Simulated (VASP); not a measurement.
VASP runs on Na2S (space group Fm-3m) share one base input (PBE0 hybrid, plane waves, VASP's PBE PAW potentials (set 64)) and change the settings named in each case.

KPOINTS:
```
Automatic mesh
0
Gamma
5 5 5
0.5 0.5 0.5
```

### INCAR
```
AEXX  =  0.25
ALGO  =  Normal
EDIFF  =  1E-6
ENCUT  =  300
GGA  =  PE
HFRCUT  =  -1
ISIF  =  2
ISMEAR  =  0
ISYM  =  3
LASPH  =  .TRUE.
LCHARG  =  .FALSE.
LHFCALC  =  .TRUE.
LREAL  =  .FALSE.
LWAVE  =  .FALSE.
NELM  =  100
PREC  =  Accurate
PRECFOCK  =  Fast
SIGMA  =  0.01
SYSTEM  =  Na2S
```

POSCAR:
```
Na2S
1.0
  0.0000000000   3.2998420000   3.2998420000
  3.2998420000   0.0000000000   3.2998420000
  3.2998420000   3.2998420000   0.0000000000
Na S
2 1
Cartesian
  1.6499210000   1.6499210000   1.6499210000
  4.9497630000   4.9497630000   4.9497630000
  0.0000000000   0.0000000000   0.0000000000
```

POTCAR, in this order: Na_pv S (PBE.64 set). Program: vasp_std.

```tsv
change	E(σ→0) (eV/atom)	pressure (GPa)
base run	-4.1272	-1.03
AEXX removed, HFRCUT removed, ISYM removed, LHFCALC removed, PRECFOCK removed	-3.3250	-0.47
HFRCUT removed, HFSCREEN = 0.2	-3.8398	-1.01
KPOINTS 2×2×2 Γ-centred mesh shifted by (0.5, 0.5, 0.5)	-4.1269	-1.04
KPOINTS 3×3×3 Γ-centred mesh shifted by (0.5, 0.5, 0.5)	-4.1272	-1.03
KPOINTS 4×4×4 Γ-centred mesh shifted by (0.5, 0.5, 0.5)	-4.1272	-1.03
ENCUT = 180	-3.5711	-52.79
ENCUT = 240	-4.1160	-5.59
KPOINTS 3×3×3 Γ-centred mesh	-4.1206	-0.98
EDIFF = 1E-03	-4.1265	-0.97
```
 Energies of different potentials or functionals have different zeros.

Left out are runs that ran out of time, are held back, or changed the cell or the kind of run, fixed moments of cells without a moment, rows past the twelfth, gaps on odd meshes, pressures of charged cells and columns that move by less than the noise.

The structure comes from a computed database's Na2S entry; how it stands against other phases isn't given here. The cell was not relaxed at this level, its lattice was scaled by up to 2.5 %.
